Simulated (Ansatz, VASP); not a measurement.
**Cross-check of Ta2O5 between VASP and Ansatz**

One calculation is typed for both programs; each brings its own data sets. How far apart do they land? The cell is taken from a series of runs on this material, whose earlier steps may have relaxed, scaled, displaced or heated it; both programs get it as it stands.

Calculated with Ansatz 0.2.0; plane waves, with VASP 6.6.1 beside it; G0W0 gap at LDA.

### 1. Set-up

The structure is monoclinic, space group P2/m (No. 10). Conventional cell: a = 3.726 Å, b = 3.863 Å, c = 6.763 Å, α = 90.00°, β = 105.12°, γ = 90.00°. Ta has 6 O at 1.89 to 2.19 Å nearest. Nearest to O lie 2 Ta at 1.93 Å. Nearest to O lie 3 Ta at 1.94 to 2.19 Å. O has 2 Ta at 1.89 Å nearest. Farther neighbours and most contacts between anions are not listed.

Coordinates:

```cif
data_structure
_symmetry_space_group_name_H-M 'P2/m'
_symmetry_Int_Tables_number 10
_cell_length_a 3.7262
_cell_length_b 3.8627
_cell_length_c 6.7632
_cell_angle_alpha 90.000
_cell_angle_beta 105.122
_cell_angle_gamma 90.000
_cell_volume 93.97
loop_
_atom_site_label
_atom_site_type_symbol
_atom_site_symmetry_multiplicity
_atom_site_Wyckoff_symbol
_atom_site_fract_x
_atom_site_fract_y
_atom_site_fract_z
_atom_site_occupancy
Ta1 Ta 2 m 0.64848 0.00000 0.78899 1
O1 O 2 n 0.65688 0.50000 0.79390 1
O2 O 2 m 0.19097 0.00000 0.87523 1
O3 O 1 g 0.50000 0.00000 0.50000 1
```

### 2. VASP: G0W0 gap, LDA

Quasiparticle shifts depend on high empty states and on the cores, so they are the hardest test of two PAW sets.

Lines of VASP's logs that name or quote its potential files are left out, and so is its time.

The run reads the wave functions of an earlier VASP run, which isn't shown here.

INCAR

```
SYSTEM = Ta2O5
PREC = Accurate
ENCUT = 440
ISMEAR = 0
SIGMA = 0.01
LREAL = .FALSE.
GGA = CA
NBANDS = 392
LASPH = .TRUE.
ALGO = EVGW0
NELMGW = 1
ENCUTGW = 140
NOMEGA = 64
PRECFOCK = Fast
NBANDSGW = 40
LWAVE = .FALSE.
LCHARG = .FALSE.
```

POSCAR

```
Ta2O5
1.0
    3.7261657735      0.0000000000      0.0000000000
    0.0000000000      3.8627157500      0.0000000000
   -1.7643738802      0.0000000000      6.5289594201
Ta O
2 5
Direct
    0.6484818007      0.0000000000      0.7889879678
    0.3515181993      0.0000000000      0.2110120322
    0.6568770737      0.5000000000      0.7939008234
    0.3431229263      0.5000000000      0.2060991766
    0.1909724426      0.0000000000      0.8752271999
    0.8090275574      0.0000000000      0.1247728001
    0.5000000000      0.0000000000      0.5000000000
```

KPOINTS

```
Automatic mesh
0
Gamma
4 4 2
0 0 0
```

Potentials, in the order of the species: Ta_sv_GW and O_GW (LDA family, release 64).

Command:

```sh
$ mpirun -np 8 vasp_std
```

Numbers of over 12 decimals in the logs are rounded to 6 here.

What it wrote:

```text
[banner, memory and clock lines left out]
running    8 mpi-ranks, on    1 nodes
 distrk:  each k-point on    8 cores,    1 groups
 distr:  one band on    1 cores,    8 groups

 POSCAR found type information on POSCAR TaO
 POSCAR found :  2 types and       7 ions
|                                                                             |
|           W    W    AA    RRRRR   N    N  II  N    N   GGGG   !!!           |
|           W    W   A  A   R    R  NN   N  II  NN   N  G    G  !!!           |
|           W    W  A    A  R    R  N N  N  II  N N  N  G       !!!           |
|           W WW W  AAAAAA  RRRRR   N  N N  II  N  N N  G  GGG   !            |
|           WW  WW  A    A  R   R   N   NN  II  N   NN  G    G                |
|           W    W  A    A  R    R  N    N  II  N    N   GGGG   !!!           |
|                                                                             |
|     For optimal performance we recommend to set                             |
|       NCORE = 2 up to number-of-cores-per-socket                            |
|     NCORE specifies how many cores store one orbital (NPAR=cpu/NCORE).      |
|     This setting can greatly improve the performance of VASP for DFT.       |
|     The default, NCORE=1 might be grossly inefficient on modern             |
|     multi-core architectures or massively parallel machines. Do your        |
|     Unfortunately you need to use the default for GW and RPA                |
|     calculations (for HF NCORE is supported but not extensively tested      |
|     yet).                                                                   |
|                                                                             |

|                                                                             |
|           W    W    AA    RRRRR   N    N  II  N    N   GGGG   !!!           |
|           W    W   A  A   R    R  NN   N  II  NN   N  G    G  !!!           |
|           W    W  A    A  R    R  N N  N  II  N N  N  G       !!!           |
|           W WW W  AAAAAA  RRRRR   N  N N  II  N  N N  G  GGG   !            |
|           WW  WW  A    A  R   R   N   NN  II  N   NN  G    G                |
|           W    W  A    A  R    R  N    N  II  N    N   GGGG   !!!           |
|                                                                             |
|     The default for ENCUTGWSOFT is different in this version of VASP.       |
|     please manually set ENCUTGWSOFT =140 in the INCAR file.                 |
|                                                                             |

 LDA part: xc-table for (Slater(with rela. corr.)+CA(PZ))
 , standard interpolation
 found WAVECAR, reading the header
 POSCAR, INCAR and KPOINTS ok, starting setup
 FFT: planning ... GRIDC
 FFT: planning ... GRID_SOFT
 FFT: planning ... GRID
 reading WAVECAR
 the WAVECAR file was read successfully
 initial charge from wavefunction
 available memory per node:     29.07 GB, setting MAXMEM to     29772

 The Fermi energy was updated, please check that it is located mid-gap
 values below the HOMO (VB) or above the LUMO (CB) will cause erroneous energies
 E-fermi :   3.9196

 calculate exact exchange contribution
 the WAVEDER file was read successfully
energies w=
    0.000    0.000    0.968    0.000    1.935    0.000    2.897    0.000
    3.853    0.000    4.801    0.000    5.740    0.000    6.669    0.000
    7.587    0.000    8.492    0.000    9.386    0.000   10.267    0.000
   11.137    0.000   11.995    0.000   12.842    0.000   13.679    0.000
   14.508    0.000   15.328    0.000   16.142    0.000   16.951    0.000
   17.757    0.000   18.560    0.000   19.362    0.000   20.166    0.000
   20.973    0.000   21.785    0.000   22.604    0.000   23.433    0.000
   24.273    0.000   25.127    0.000   25.997    0.000   26.887    0.000
   27.801    0.000   28.740    0.000   29.710    0.000   30.714    0.000
   31.757    0.000   32.845    0.000   33.984    0.000   35.180    0.000
   36.442    0.000   37.779    0.000   39.201    0.000   40.720    0.000
   42.352    0.000   44.113    0.000   46.025    0.000   48.110    0.000
   50.401    0.000   52.933    0.000   55.751    0.000   58.913    0.000
   62.491    0.000   66.579    0.000   71.298    0.000   76.812    0.000
   83.343    0.000   91.205    0.000  100.849    0.000  112.955    0.000
  128.592    0.000  149.549    0.000  179.055    0.000  223.600    0.000
 responsefunction array rank=     368
 LDA part: xc-table for (Slater(with rela. corr.)+CA(PZ))
 , standard interpolation

 min. memory requirement per mpi rank    343.6 MB, per node   2748.9 MB

 allocating   8 responsefunctions rank=   368
 shmem allocating  64 responsefunctions rank=   368
 response function shared by NCSHMEM nodes    1
 Doing            8  frequencies on each core in blocks of           64
NQ=   1    0.0000    0.0000    0.0000,
|.........|.........|.........|.........|.........|.........|.........|.........
 performed       1216000 updates of chi_q(r,r)
 total number of BLAS operations       1282.66 Gflops
NQ=   2    0.2500    0.0000    0.0000,
|.........|.........|.........|.........|.........|.........|.........|.........
 performed       2746000 updates of chi_q(r,r)
 total number of BLAS operations       2825.58 Gflops
NQ=   3    0.5000    0.0000    0.0000,
|.........|.........|.........|.........|.........|.........|.........|.........
 performed       3962000 updates of chi_q(r,r)
 total number of BLAS operations       4045.42 Gflops
NQ=   4    0.0000    0.2500    0.0000,
|.........|.........|.........|.........|.........|.........|.........|.........
 performed       5492000 updates of chi_q(r,r)
 total number of BLAS operations       5676.49 Gflops
NQ=   5    0.2500    0.2500    0.0000,
|.........|.........|.........|.........|.........|.........|.........|.........
 performed       7147000 updates of chi_q(r,r)
 total number of BLAS operations       7364.73 Gflops
NQ=   6    0.5000    0.2500    0.0000,
|.........|.........|.........|.........|.........|.........|.........|.........
 performed       8677000 updates of chi_q(r,r)
 total number of BLAS operations       8864.49 Gflops
NQ=   7    0.0000    0.5000    0.0000,
|.........|.........|.........|.........|.........|.........|.........|.........
 performed       9893000 updates of chi_q(r,r)
 total number of BLAS operations      10098.16 Gflops
NQ=   8    0.2500    0.5000    0.0000,
|.........|.........|.........|.........|.........|.........|.........|.........
 performed      11423000 updates of chi_q(r,r)
 total number of BLAS operations      11615.11 Gflops
NQ=   9    0.5000    0.5000    0.0000,
|.........|.........|.........|.........|.........|.........|.........|.........
 performed      12639000 updates of chi_q(r,r)
 total number of BLAS operations      12767.01 Gflops
NQ=  10    0.0000    0.0000    0.5000,
|.........|.........|.........|.........|.........|.........|.........|.........
 performed      13855000 updates of chi_q(r,r)
 total number of BLAS operations      13973.11 Gflops
NQ=  11    0.2500    0.0000    0.5000,
|.........|.........|.........|.........|.........|.........|.........|.........
 performed      15385000 updates of chi_q(r,r)
 total number of BLAS operations      15524.73 Gflops
NQ=  12    0.5000    0.0000    0.5000,
|.........|.........|.........|.........|.........|.........|.........|.........
 performed      16601000 updates of chi_q(r,r)
 total number of BLAS operations      16663.28 Gflops
NQ=  13    0.0000    0.2500    0.5000,
|.........|.........|.........|.........|.........|.........|.........|.........
 performed      18131000 updates of chi_q(r,r)
 total number of BLAS operations      18163.04 Gflops
NQ=  14    0.2500    0.2500    0.5000,
|.........|.........|.........|.........|.........|.........|.........|.........
 performed      19786000 updates of chi_q(r,r)
 total number of BLAS operations      19795.01 Gflops
NQ=  15    0.5000    0.2500    0.5000,
|.........|.........|.........|.........|.........|.........|.........|.........
 performed      21316000 updates of chi_q(r,r)
 total number of BLAS operations      21294.78 Gflops
NQ=  16    0.0000    0.5000    0.5000,
|.........|.........|.........|.........|.........|.........|.........|.........
 performed      22532000 updates of chi_q(r,r)
 total number of BLAS operations      22613.01 Gflops
NQ=  17    0.2500    0.5000    0.5000,
|.........|.........|.........|.........|.........|.........|.........|.........
 performed      24062000 updates of chi_q(r,r)
 total number of BLAS operations      24112.77 Gflops
NQ=  18    0.5000    0.5000    0.5000,
|.........|.........|.........|.........|.........|.........|.........|.........
 performed      25278000 updates of chi_q(r,r)
 total number of BLAS operations      25318.87 Gflops
 resolving degeneracies of screened two electron integrals

 calculate QP shifts <psi_nk| G(iteration)W_0 |psi_nk>: iteration 1
 entering main loop
```

From OUTCAR (step 2):

```text
ion  position               nearest neighbor table
   1  0.648  0.000  0.789-   7 1.89   3 1.93   3 1.93   5 1.94   5 1.95   6 2.19
   2  0.352  0.000  0.211-   7 1.89   4 1.93   4 1.93   6 1.94   6 1.95   5 2.19
   3  0.657  0.500  0.794-   1 1.93   1 1.93
   4  0.343  0.500  0.206-   2 1.93   2 1.93
   5  0.191  0.000  0.875-   1 1.94   1 1.95   2 2.19
   6  0.809  0.000  0.125-   2 1.94   2 1.95   1 2.19
   7  0.500  0.000  0.500-   1 1.89   2 1.89

  LATTYP: Found a simple monoclinic cell.
 ALAT       =     3.7261657735
 B/A-ratio  =     1.0366462430
 C/A-ratio  =     1.8150452508
 COS(beta)  =    -0.2608801231

 Subroutine GETGRP returns: Found  4 space group operations
 (whereof  4 operations were pure point group operations)

The static configuration has the point symmetry C_2h.

 Found     18 irreducible k-points:

   k-points           NKPTS =     18   k-points in BZ     NKDIM =     32   number of bands    NBANDS=    392

   dimension x,y,z NGX =    28 NGY =   28 NGZ =   48
   dimension x,y,z NGXF=    56 NGYF=   56 NGZF=   96

   ENCUT  =  440.0 eV  32.34 Ry    5.69 a.u.   6.37  6.61 11.57*2*pi/ulx,y,z

   NELECT =      56.0000    total number of electrons

  energy-cutoff  :      440.00
  volume of cell :       93.97
      direct lattice vectors                 reciprocal lattice vectors
     3.726165774  0.000000000  0.000000000     0.268372386  0.000000000  0.072524456
     0.000000000  3.862715750  0.000000000     0.000000000  0.258885216  0.000000000
    -1.764373880  0.000000000  6.528959420     0.000000000  0.000000000  0.153163764

 k-points in reciprocal lattice and weights: Automatic mesh
   0.00000000  0.00000000  0.00000000       0.031
   0.25000000  0.00000000  0.00000000       0.062
   0.50000000  0.00000000  0.00000000       0.031
   0.00000000  0.25000000  0.00000000       0.062
   0.25000000  0.25000000  0.00000000       0.125
   0.50000000  0.25000000  0.00000000       0.062
   0.00000000  0.50000000  0.00000000       0.031
   0.25000000  0.50000000  0.00000000       0.062
   0.50000000  0.50000000  0.00000000       0.031
[...]
0.25000000  0.50000000  0.50000000       0.062
   0.50000000  0.50000000  0.50000000       0.031

 E-fermi :   3.9196

 QP shifts <psi_nk| G(iteration)W_0 |psi_nk>: iteration 1
 for sc-GW calculations column KS-energies equals QP-energies in previous step
 and V_xc(KS)=  KS-energies - (<T + V_ion + V_H > + <T+V_H+V_ion>^1  + <V_x>^1)
 k-point   1 :       0.0000    0.0000    0.0000
  band No.  KS-energies  QP-energies   sigma(KS)   V_xc(KS)     V^pw_x(r,r')   Z            occupation Imag(sigma)
    ...
     25       1.9638       1.4277     -21.3164     -20.5987     -25.8006       0.7469       2.0000       0.2941
     26       2.0564       1.5931     -19.5071     -18.8648     -23.8011       0.7213       2.0000       0.3375
     27       2.2427       1.7429     -21.5135     -20.8474     -25.9252       0.7504       2.0000       0.2836
     28       2.2567       1.8388     -20.0582     -19.4851     -24.2812       0.7293       2.0000       0.3141
     29       5.0540       6.1829     -13.6228     -15.0411      -9.3737       0.7959       0.0000      -0.2217
     30       5.4364       6.6066     -13.7902     -15.2664      -9.3840       0.7927       0.0000      -0.2362
     31       5.5535       6.7383     -13.8244     -15.3229      -9.3922       0.7907       0.0000      -0.2391
     32       7.3096       8.5336     -15.6149     -17.2158     -11.4909       0.7646       0.0000      -0.2756
    ...

 k-point   2 :       0.2500    0.0000    0.0000
  band No.  KS-energies  QP-energies   sigma(KS)   V_xc(KS)     V^pw_x(r,r')   Z            occupation Imag(sigma)
    ...
     25       1.7312       1.1483     -21.2944     -20.5159     -25.7519       0.7487       2.0000       0.2965
     26       1.9290       1.4503     -19.3179     -18.6556     -23.6122       0.7228       2.0000       0.3421
     27       1.9611       1.4360     -21.2175     -20.5179     -25.5336       0.7505       2.0000       0.2853
     28       2.1405       1.6911     -19.7528     -19.1338     -24.0363       0.7260       2.0000       0.3280
     29       5.3584       6.5163     -13.7796     -15.2398      -9.4617       0.7930       0.0000      -0.2303
     30       6.1695       7.3391     -14.6381     -16.1327     -10.5026       0.7826       0.0000      -0.2402
     31       6.1732       7.4300     -14.1847     -15.7825      -9.6313       0.7866       0.0000      -0.2616
     32       6.4817       7.6704     -15.0791     -16.6077     -10.9788       0.7777       0.0000      -0.2482
    ...

 k-point   3 :       0.5000    0.0000    0.0000
  band No.  KS-energies  QP-energies   sigma(KS)   V_xc(KS)     V^pw_x(r,r')   Z            occupation Imag(sigma)
    ...
     25       1.7357       1.1662     -21.2016     -20.4418     -25.5930       0.7494       2.0000       0.2941
     26       1.7455       1.1611     -21.3296     -20.5494     -25.8145       0.7490       2.0000       0.2975
     27       1.8886       1.3999     -19.2577     -18.5795     -23.6152       0.7205       2.0000       0.3512
     28       2.0852       1.6326     -19.6959     -19.0708     -23.9730       0.7241       2.0000       0.3293
     29       5.2566       6.4103     -13.6759     -15.1282      -9.3521       0.7944       0.0000      -0.2285
     30       5.8316       7.0756     -14.0982     -15.6776      -9.6840       0.7877       0.0000      -0.2513
     31       6.8493       8.0611     -15.0102     -16.5781     -10.7535       0.7729       0.0000      -0.2656
     32       7.5890       8.8390     -15.7398     -17.3804     -11.4754       0.7620       0.0000      -0.2932
    ...

 k-point   4 :       0.0000    0.2500    0.0000
  band No.  KS-energies  QP-energies   sigma(KS)   V_xc(KS)     V^pw_x(r,r')   Z            occupation Imag(sigma)
    ...
     25       0.9449       0.4065     -18.9479     -18.2093     -23.4291       0.7290       2.0000       0.3722
     26       1.2666       0.7901     -19.2228     -18.5690     -23.5302       0.7287       2.0000       0.3581
     27       1.3878       0.9604     -19.6770     -19.0984     -23.6794       0.7387       2.0000       0.3120
     28       2.1708       1.6933     -19.8574     -19.2005     -24.3147       0.7269       2.0000       0.3314
     29       6.7351       7.9300     -15.0447     -16.5904     -10.8962       0.7730       0.0000      -0.2586
     30       7.0740       8.3040     -15.3314     -16.9391     -11.0467       0.7651       0.0000      -0.2782
     31       7.1365       8.3777     -15.2644     -16.8835     -10.9381       0.7666       0.0000      -0.2821
     32       7.8184       9.1026     -15.1896     -16.8683     -10.5625       0.7650       0.0000      -0.3260
    ...

[... 4 further parts left out ...]
```

(Part 1 of 2 ends here.)

[Lines on the potential files, build, host, timing and source positions are cut from VASP's logs without a mark.]

[Logs are printed without paths, hosts, clocks, repeated set-up lines and the standing remarks that a program may print on its own settings, such as how far it seeks lower states.]

[Hosts, paths, dates, database ids (printed as entryN), source tags and the programs' standing remarks are cut or masked in the printed files.]
